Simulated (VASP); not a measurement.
Runs of VASP 6.6.1 on LaBe. All rows change the cell; the cell of one of them follows. It takes space group Fm-3m (No. 225, cubic). The conventional cell has a = 5.485 Å, b = 5.485 Å, c = 5.485 Å, α = 90.00°, β = 90.00°, γ = 90.00°. La (site symmetry m-3m) is surrounded by 6 Be at 2.74 Å. Be (site symmetry m-3m) is surrounded by 6 La at 2.74 Å. The cell was built by a generator and needn't be a form met in nature.

```csv
task,cell,k mesh,cutoff (eV),gap on the mesh (eV),pressure (GPa),relaxed volume (Å³/atom)
relaxation of cell and atoms,"relaxed from: random cell by space group and Wyckoff sites (Fm-3m, No. 225)",6 × 6 × 6,600,none,-0.2,28.18
single point,"random cell by space group and Wyckoff sites (Fm-3m, No. 225)",16 × 16 × 16,520,none,0.0,-
single point,"random cell by space group and Wyckoff sites (Fm-3m, No. 225)",6 × 6 × 6,520,none,13.8,-
relaxation of cell and atoms,"relaxed from: random cell by space group and Wyckoff sites (Fm-3m, No. 225)",16 × 16 × 16,600,none,0.0,(a)
```

Alike in all rows: level PBE; potentials or basis VASP PAW PBE potentials, release 64 (La, Be); no spin polarisation; smearing gaussian 0.1 eV.

Task: Estimate the missing entries.

Result: (a) 27.86.

Caveats: the volume moved by over 15 % at a fixed basis, so the end points are rough (some runs).

A k mesh can miss the band edges, and the runs leave out spin-orbit coupling on La.

A gap of «none» marks a metal or a gap under the smearing width.
